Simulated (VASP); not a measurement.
An input for Quantum ESPRESSO's pw.x (written as the equivalent of a VASP run, and not itself run):

```
&CONTROL
  calculation = 'scf'
  pseudo_dir = './pseudo'
  outdir = './out'
  tprnfor = .true.
  tstress = .true.
/
&SYSTEM
  ibrav = 0
  nat = 4
  ntyp = 2
  ecutwfc = 102
  occupations = 'tetrahedra'
  input_dft = 'vdw-df2-b86r'
/
&ELECTRONS
  conv_thr = 7.3e-09
  electron_maxstep = 100
/
ATOMIC_SPECIES
  Cd 112.414 Cd.upf
  S 32.060 S.upf
CELL_PARAMETERS angstrom
     2.0872594   -3.6152391    0.0000000
     2.0872594    3.6152391    0.0000000
     0.0000000    0.0000000    6.7839799
ATOMIC_POSITIONS crystal
  Cd   0.6666670  0.3333330  0.5000150
  Cd   0.3333330  0.6666670  0.0000150
  S    0.6666670  0.3333330  0.8769850
  S    0.3333330  0.6666670  0.3769850
K_POINTS automatic
  7 7 4 0 0 0
```

Q: Write the VASP files for the same calculation (rev-vdW-DF2).

A: Several could match; the one computed here: 
### POSCAR
```
CdS
1.0
  2.0872593969  -3.6152391481   0.0000000000
  2.0872593969   3.6152391481   0.0000000000
  0.0000000000   0.0000000000   6.7839799116
Cd S
2 2
Direct
  0.6666670000   0.3333330000   0.5000149596
  0.3333330000   0.6666670000   0.0000149596
  0.6666670000   0.3333330000   0.8769850404
  0.3333330000   0.6666670000   0.3769850404
```

KPOINTS:
```
Automatic
0
gamma
  7 7 4
```

**INCAR**
```
AGGAC = 0.0
ALGO = Normal
EDIFF = 1E-7
ENCUT = 520
GGA = MK
ISIF = 2
ISMEAR = -5
LASPH = T
LCHARG = T
LEFG = T
LMAXMIX = 4
LORBIT = 11
LREAL = F
LUSE_VDW = T
LWAVE = F
NEDOS = 601
NELM = 100
PARAM1 = 0.1234568
PARAM2 = 0.7114
PREC = Accurate
SYSTEM = CdS
ZAB_VDW = -1.8867
```

POTCAR, in this order: Cd S (PBE.64 set). Program: vasp_std.

The two are equivalent in intent, not identical: the potentials are each code's own (VASP's PAW set, PseudoDojo norm-conserving files in pw.x), so ENCUT and ecutwfc are chosen apart and not converted; conv_thr bounds pw.x's estimated SCF error, while EDIFF bounds the energy change between steps; the field gradients of LEFG aren't asked of the other code.

The compound is CdS in the wurtzite structure. It was relaxed first.
